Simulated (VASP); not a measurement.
# HfIn2Se5 (P3m1) in VASP: elastic constants with PBE

Aim: the elastic constants of HfIn2Se5 with PBE.

Program: VASP 6.6.1. These are calculated values, not measurements. Logs are shortened: lines on timing, memory, paths and dates and some standing lists are left out, and cuts for length are marked.

**1. The structure**

It takes space group P3m1 (No. 156, trigonal). The conventional cell has a = 3.965 Å, b = 3.965 Å, c = 17.637 Å, α = 90.00°, β = 90.00°, γ = 120.00°. Hf (site symmetry 3m) is surrounded by 6 Se at 2.72 to 2.73 Å. Around In (site symmetry 3m) lie 4 Se at 2.55 to 2.64 Å. In (site symmetry 3m) has 6 Se at 2.68 to 2.86 Å as nearest neighbours. Se (site symmetry 3m) is surrounded by 3 In at 2.64 Å. Se (site symmetry 3m) is surrounded by 4 In at 2.55 to 2.86 Å. Around Se (site symmetry 3m) lie 3 In at 2.68 Å. Se (site symmetry 3m) has 3 Hf at 2.72 Å as nearest neighbours. Around Se (site symmetry 3m) lie 3 Hf at 2.73 Å.

The cell was built by a generator and needn't be a form met in nature.

**2. Elastic constants, PBE**

POSCAR reads:

```
HfIn2Se5
1.0
    3.9654010000      0.0000000000      0.0000000000
   -1.9827010000      3.4341380000      0.0000000000
    0.0000000000      0.0000000000     17.6374300000
Hf In Se
1 2 5
Direct
    0.0000000000      0.0000000000      0.0000810000
    0.6666670000      0.3333330000      0.6219470000
    0.3333330000      0.6666670000      0.3803090000
    0.0000000000      0.0000000000      0.6965050000
    0.6666670000      0.3333330000      0.4775420000
    0.0000000000      0.0000000000      0.3016080000
    0.3333330000      0.6666670000      0.0835650000
    0.6666670000      0.3333330000      0.9154760000
```

INCAR.step1 reads:

```
SYSTEM = HfIn2Se5
PREC = Accurate
ENCUT = 520
EDIFF = 1E-8
ISMEAR = 0
SIGMA = 0.03
LREAL = .False.
LASPH = .True.
NELM = 60
ALGO = Normal
ISIF = 3
LWAVE = .False.
LCHARG = .False.
GGA = PE
KPAR = 8
IBRION = 2
NSW = 40
EDIFFG = -0.002
```

INCAR.step2 reads:

```
SYSTEM = HfIn2Se5
PREC = Accurate
ENCUT = 520
EDIFF = 1E-8
ISMEAR = 0
SIGMA = 0.03
LREAL = .False.
LASPH = .True.
NELM = 60
ALGO = Normal
ISIF = 3
LWAVE = .False.
LCHARG = .False.
GGA = PE
KPAR = 8
IBRION = 6
NFREE = 2
POTIM = 0.015
NSW = 1
```

KPOINTS reads:

```
Automatic mesh
0
Gamma
  6 6 2
  0 0 0
```

Potentials or basis: VASP PAW PBE potentials, release 64 (Hf_pv, In_d, Se).

Started as:

```console
cat potpaw_PBE.64/Hf_pv/POTCAR potpaw_PBE.64/In_d/POTCAR potpaw_PBE.64/Se/POTCAR > POTCAR
cp INCAR.step1 INCAR
mpirun -np 8 vasp_std > vasp.out
cp CONTCAR POSCAR
cp INCAR.step2 INCAR
mpirun -np 8 vasp_std > vasp.out
```

OUTCAR:

```text
SYSTEM = HfIn2Se5
   PREC = Accurate
   ENCUT = 520
   EDIFF = 1E-8
   ISMEAR = 0
   LREAL = .False.
   LASPH = .True.
   NELM = 60
   ISIF = 3
   GGA = PE
   IBRION = 6
   NFREE = 2
   POTIM = 0.015
   NSW = 1

 ion  position               nearest neighbor table
   1  0.000  0.000  0.000-   7 2.72   7 2.72   7 2.72   8 2.73   8 2.73   8 2.73
   2  0.667  0.333  0.622-   5 2.55   4 2.64   4 2.64   4 2.64
   3  0.333  0.667  0.381-   6 2.68   6 2.68   6 2.68   5 2.86   5 2.86   5 2.86
   4  0.000  0.000  0.696-   2 2.64   2 2.64   2 2.64
   5  0.667  0.333  0.478-   2 2.55   3 2.86   3 2.86   3 2.86
   6  0.000  0.000  0.302-   3 2.68   3 2.68   3 2.68
   7  0.333  0.667  0.083-   1 2.72   1 2.72   1 2.72
   8  0.667  0.333  0.916-   1 2.73   1 2.73   1 2.73

  LATTYP: Found a hexagonal cell.
 ALAT       =     3.9683311344
 C/A-ratio  =     4.4532826845

  Lattice vectors:

 A1 = (   3.9683311344,  -0.0000000004,   0.0000000000)
 A2 = (  -1.9841660680,   3.4366755711,  -0.0000000000)
 A3 = (   0.0000000000,  -0.0000000000,  17.6721003273)

Analysis of symmetry for initial positions (statically):
=====================================================================
 Subroutine PRICEL returns:
 Original cell was already a primitive cell.

 Routine SETGRP: Setting up the symmetry group for a
 hexagonal supercell.

 Subroutine GETGRP returns: Found  6 space group operations
 (whereof  6 operations were pure point group operations)
 out of a pool of 24 trial point group operations.

The static configuration has the point symmetry C_3v.

Analysis of symmetry for dynamics (positions and initial velocities):
=====================================================================
 Subroutine PRICEL returns:
 Original cell was already a primitive cell.

 Routine SETGRP: Setting up the symmetry group for a
 hexagonal supercell.

 Subroutine GETGRP returns: Found  6 space group operations
 (whereof  6 operations were pure point group operations)
 out of a pool of 24 trial point group operations.

The dynamic configuration has the point symmetry C_3v.

 Subroutine INISYM returns: Found  6 space group operations
 (whereof  6 operations are pure point group operations),
 and found     1 'primitive' translations

----------------------------------------------------------------------------------------

                                     Primitive cell

  volume of cell :     241.0097

  direct lattice vectors                    reciprocal lattice vectors
     3.968331134 -0.000000000  0.000000000     0.251995100  0.145489475 -0.000000000
    -1.984166068  3.436675571 -0.000000000     0.000000000  0.290978878  0.000000000
     0.000000000 -0.000000000 17.672100327    -0.000000000  0.000000000  0.056586370

  length of vectors
     3.968331134  3.968331383 17.672100327     0.290978896  0.290978878  0.056586370

  position of ions in fractional coordinates (direct lattice)
     1.000000000  0.000000000  0.000134394
     0.666667000  0.333333000  0.621601152
     0.333333000  0.666667000  0.380576300
     1.000000000  0.000000000  0.695923103
     0.666667000  0.333333000  0.477523223
     1.000000000  0.000000000  0.302136944
     0.333333000  0.666667000  0.083326208
     0.666667000  0.333333000  0.915811676

  ion indices of the primitive-cell ions
   primitive index   ion index
                 1           1
                 2           2
                 3           3
                 4           4
                 5           5
                 6           6
                 7           7
                 8           8

----------------------------------------------------------------------------------------

 KPOINTS: Automatic mesh

Automatic generation of k-mesh.
 Grid dimensions read from file:
 generate k-points for:    6    6    2

 Generating k-lattice:

  Cartesian coordinates                     Fractional coordinates (reciprocal lattice)
[... 65 lines left out ...]
   EFERMI_NEDOS =   21; number of points for ismear=-14 and -15
   IALGO  =     38    algorithm
   IMIX   =      4    mixing-type and parameters
     AMIX     =   0.40;   BMIX     =  1.00
     AMIX_MAG =   1.60;   BMIX_MAG =  1.00
  volume/ion in A,a.u.               =      30.13       203.30
  Fermi-wavevector in a.u.,A,eV,Ry     =   1.063109  2.008985 15.377325  1.130202
  Thomas-Fermi vector in A             =   2.198583
   LORBIT       =      0    0 simple, 1 ext, 2 COOP (PROOUT), +10 PAW based schemes
   GGA     = PE    functional components
   LHFCALC =     F    Hartree Fock is set to
   AEXX    =    0.0000 exact exchange contribution
   IVDW    =     0    specifies the selected vdW correction
   LEPSILON=     F    determine dielectric tensor
   LRPA    =     F    only Hartree local field effects (RPA)
 finite differences with symmetry
 non-spin polarized calculation
 Gauss-broadening in eV      SIGMA  =   0.03
  energy-cutoff  :      520.00
  volume of cell :      241.01
 maximum number of plane-waves:      6563
 NGX is ok and might be reduce to    30
   NGX = 15   NGY = 15   NGZ = 65

--------------------------------------- Ionic step        1  -------------------------------------------

 number of electron      65.9999992 magnetization

 Free energy of the ion-electron system (eV)
  ---------------------------------------------------
  ext. energy  EPLUGINS =         0.00000000
  ---------------------------------------------------
  free energy    TOTEN  =       -38.90625019 eV

  energy without entropy =      -38.90625019  energy(sigma->0) =      -38.90625019

------------------------ aborting loop because EDIFF is reached ----------------------------------------

  FORCE on cell =-STRESS in cart. coord.  units (eV):
  Direction    XX          YY          ZZ          XY          YZ          ZX
  --------------------------------------------------------------------------------------
  -------------------------------------------------------------------------------------
  Total       -0.0034580     -0.0034580      0.0010877      0.0000000     -0.0000000      0.0000000
  in kB       -0.0229880     -0.0229880      0.0072308      0.0000000     -0.0000000      0.0000000
  external PRESSURE =      -0.0129150 kB  Pullay stress =       0.0000000 kB
[... 107 lines left out ...]
  FREE ENERGIE OF THE ION-ELECTRON SYSTEM (eV)
  ---------------------------------------------------
  free  energy   TOTEN  =       -38.8885737168 eV

  energy  without entropy=      -38.8885737168  energy(sigma->0) =      -38.88857372

[... ionic steps 4 to 42 ...]

--------------------------------------- Ionic step       43  -------------------------------------------

 number of electron      65.9999992 magnetization

------------------------ aborting loop because EDIFF is reached ----------------------------------------
[... 79 lines left out ...]
--------------------------------------- Ionic step       45  -------------------------------------------

 number of electron      65.9999992 magnetization

 Free energy of the ion-electron system (eV)
  ---------------------------------------------------
  ext. energy  EPLUGINS =         0.00000000
  ---------------------------------------------------
  free energy    TOTEN  =       -38.90541621 eV

  energy without entropy =      -38.90541621  energy(sigma->0) =      -38.90541621

 E-fermi :   2.6429     XC(G=0):  -8.5752

 val. band max:        2.5023467865   @ k =   0.1667  -0.0000   0.5000
 cond. band min:       3.2371252340   @ k =   0.5000   0.0000   0.5000
 fundamental gap:      0.7347784475
 Fermi energy:         2.6428775490

 k-point     1 :       0.0000    0.0000    0.0000
  band No.  band energies     occupation
      1     -29.2453      2.00000
      2     -29.1645      2.00000
      3     -29.1645      2.00000
      4     -12.3155      2.00000
      5     -12.1950      2.00000
      6     -12.1950      2.00000
[... 612 lines left out ...]
  FREE ENERGIE OF THE ION-ELECTRON SYSTEM (eV)
  ---------------------------------------------------
  free  energy   TOTEN  =       -38.9054162056 eV

  energy  without entropy=      -38.9054162056  energy(sigma->0) =      -38.90541621

 INTERNAL STRAIN TENSORS FROM STRAINED CELLS
 ============================================

 INTERNAL STRAIN TENSOR FOR ION    1 for displacements in x,y,z  (eV/Angst):
          X           Y           Z          XY          YZ          ZX
  --------------------------------------------------------------------------------
  x     0.00000    -0.00000    -0.00000    -0.18056    -0.00000     0.25097
  y    -0.18270     0.18983     0.00000     0.00001     0.25292     0.00015
  z     0.08575     0.08591    -0.31430    -0.00019    -0.00174     0.00005

 INTERNAL STRAIN TENSORS FROM DISPLACED ATOMS
 ============================================

 INTERNAL STRAIN TENSOR FOR ION    1 for displacements in x,y,z  (eV/Angst):
          X           Y           Z          XY          YZ          ZX
  --------------------------------------------------------------------------------
  x     0.00000    -0.00000    -0.00000    -0.18187    -0.00000     0.25576
  y    -0.18187     0.18187    -0.00000    -0.00000     0.25575    -0.00000
  z     0.08683     0.08683    -0.31243    -0.00000    -0.00000    -0.00000

 INTERNAL STRAIN TENSOR FOR ION    8 for displacements in x,y,z  (eV/Angst):
          X           Y           Z          XY          YZ          ZX
  --------------------------------------------------------------------------------
  x     0.00000    -0.00000     0.00000    -2.06267    -0.00000     8.51422
  y    -2.06267     2.06267    -0.00000    -0.00000     8.51423    -0.00000
  z     8.24262     8.24262    12.65002    -0.00000    -0.00000     0.00000

 Eigenvectors and eigenvalues of the dynamical matrix
 ----------------------------------------------------

   1 f  =    7.484469 THz    47.026303 2PiTHz  249.655000 cm-1    30.953261 meV
             X         Y         Z           dx          dy          dz
      0.000000 -0.000000  0.002375    -0.000000    0.000000   -0.039416
      1.984167  1.145557 10.984998     0.000000   -0.000000    0.678692
     -0.000002  2.291118  6.725583     0.000000   -0.000000    0.076314
      0.000000 -0.000000 12.298423    -0.000000    0.000000   -0.313114
      1.984167  1.145557  8.438838    -0.000000    0.000000   -0.654834
      0.000000 -0.000000  5.339394     0.000000    0.000000    0.058134
     -0.000002  2.291118  1.472549     0.000000    0.000000    0.026344
      1.984167  1.145557 16.184316    -0.000000    0.000000    0.032845
[... 243 lines left out ...]
  24 f/i=    0.107258 THz     0.673921 2PiTHz    3.577739 cm-1     0.443583 meV
             X         Y         Z           dx          dy          dz
      0.000000 -0.000000  0.002375     0.005323   -0.005300   -0.000000
      1.984167  1.145557 10.984998    -0.346149    0.344635   -0.000000
     -0.000002  2.291118  6.725583    -0.357433    0.355871   -0.000000
      0.000000 -0.000000 12.298423    -0.286354    0.285102   -0.000000
      1.984167  1.145557  8.438838    -0.292348    0.291070   -0.000000
      0.000000 -0.000000  5.339394    -0.295130    0.293840   -0.000000
     -0.000002  2.291118  1.472549     0.003008   -0.002995   -0.000000
      1.984167  1.145557 16.184316     0.002848   -0.002835   -0.000000

--------------------------------------------------------------------------------------------------------

 ELASTIC MODULI CONTR FROM IONIC RELAXATION (kBar)
 Direction    XX          YY          ZZ          XY          YZ          ZX
 --------------------------------------------------------------------------------
 XX        -285.1012   -148.4723   -322.6647      0.0000    105.1278     -0.0000
 YY        -148.4723   -285.1012   -322.6647      0.0000   -105.1278      0.0000
 ZZ        -322.6647   -322.6647   -919.3768      0.0000      0.0000     -0.0000
 XY           0.0000      0.0000      0.0000    -68.3145      0.0000    105.1278
 YZ         105.1278   -105.1278      0.0000      0.0000   -313.9789      0.0000
 ZX          -0.0000      0.0000     -0.0000    105.1278      0.0000   -313.9782
 --------------------------------------------------------------------------------

 TOTAL ELASTIC MODULI (kBar)
 Direction    XX          YY          ZZ          XY          YZ          ZX
 --------------------------------------------------------------------------------
 XX         729.0538    213.2327     15.6059     -0.0001     -0.2529      0.0000
 YY         213.2327    729.0538     15.6059     -0.0001      0.2529     -0.0000
 ZZ          15.6059     15.6059     43.3252     -0.0000      0.0000     -0.0000
 XY          -0.0001     -0.0001     -0.0000    257.9105     -0.0000     -0.2529
 YZ          -0.2529      0.2529      0.0000     -0.0000      2.9211     -0.0000
 ZX           0.0000     -0.0000     -0.0000     -0.2529     -0.0000      2.9216
 --------------------------------------------------------------------------------
```

Run time: 24 min. Hardware: 8 MPI ranks of AMD EPYC 9R45 (Zen 5), shared host; peak memory 0.82 GiB.

What came out:

- Relaxed volume: 30.13 Å³/atom
- Relaxed cell: a = 3.968 Å, b = 3.968 Å, c = 17.672 Å, α = 90.00°, β = 90.00°, γ = 120.00°
- Space group after relaxing (to 0.05 Å): P3m1 (No. 156)
- Voigt bulk modulus: 22 GPa
- Highest phonon frequency at Γ, LO-TO splitting left out: 250 cm⁻¹

The path:
```tsv
step	energy change (eV)	largest force (eV/Å)	pressure (GPa)	volume (Å³)
1	0.0000	0.0086	0.03	240.18
2	-0.0001	0.0099	-0.01	240.36
3	-0.0001	0.0120	-0.02	240.40
4	-0.0001	0.0050	0.00	240.36
5	-0.0001	0.0048	0.01	240.36
6	-0.0001	0.0023	0.00	240.40
7	-0.0001	0.0021	0.00	240.40
8	-0.0001	0.0021	0.00	240.40
9	-0.0001	0.0020	0.00	240.42
10	-0.0001	0.0026	0.00	240.43
11	-0.0001	0.0044	0.00	240.47
12	-0.0001	0.0042	0.00	240.47
13	-0.0001	0.0037	0.00	240.49
14	-0.0001	0.0029	0.00	240.52
15	-0.0001	0.0050	0.00	240.59
16	-0.0001	0.0046	0.00	240.60
17	-0.0001	0.0042	0.00	240.64
18	-0.0001	0.0052	0.00	240.73
19	-0.0001	0.0136	-0.01	240.90
20	-0.0001	0.0084	-0.01	240.79
21	-0.0001	0.0080	0.00	240.81
22	-0.0001	0.0066	0.00	240.87
23	-0.0001	0.0047	0.00	240.99
24	-0.0001	0.0045	0.00	240.97
25	-0.0001	0.0024	0.00	240.99
26	-0.0001	0.0018	0.00	241.01
```

Final structure:
```cif
data_structure
_symmetry_space_group_name_H-M 'P 1'
_symmetry_Int_Tables_number 1
_cell_length_a 3.9683
_cell_length_b 3.9683
_cell_length_c 17.6721
_cell_angle_alpha 90.000
_cell_angle_beta 90.000
_cell_angle_gamma 120.000
_cell_volume 241.01
loop_
_atom_site_label
_atom_site_type_symbol
_atom_site_fract_x
_atom_site_fract_y
_atom_site_fract_z
_atom_site_occupancy
Hf1 Hf 0.00000 0.00000 0.00013 1
In1 In 0.66667 0.33333 0.62160 1
In2 In 0.33333 0.66667 0.38058 1
Se1 Se 0.00000 0.00000 0.69592 1
Se2 Se 0.66667 0.33333 0.47752 1
Se3 Se 0.00000 0.00000 0.30214 1
Se4 Se 0.33333 0.66667 0.08333 1
Se5 Se 0.66667 0.33333 0.91581 1
```

Phonon frequencies in cm⁻¹ (negative: imaginary):
```tsv
q point	frequencies
(0.000, 0.000, 0.000)	-4 -4 0 4 4 11 16 16 73 73 86 86 93 142 142 158 158 170 170 172 181 190 204 250
```

Elastic tensor in Voigt notation (GPa, in the Cartesian axes of the cell as first typed):
```
73 21  2  0  0  0
21 73  2  0  0  0
 2  2  4  0  0  0
 0  0  0  0  0  0
 0  0  0  0  0  0
 0  0  0  0  0 26
```

Clamped-ion elastic tensor (GPa):
```
101  36  34 -11   0   0
 36 101  34  11   0   0
 34  34  96   0   0   0
-11  11   0  32   0   0
  0   0   0   0  32 -11
  0   0   0   0 -11  33
```

Caveat: this functional lacks dispersion, which binds the layers, so the pressure and a relaxed spacing across them are unreliable. The run has no spin-orbit coupling, so splittings on Hf are missing.
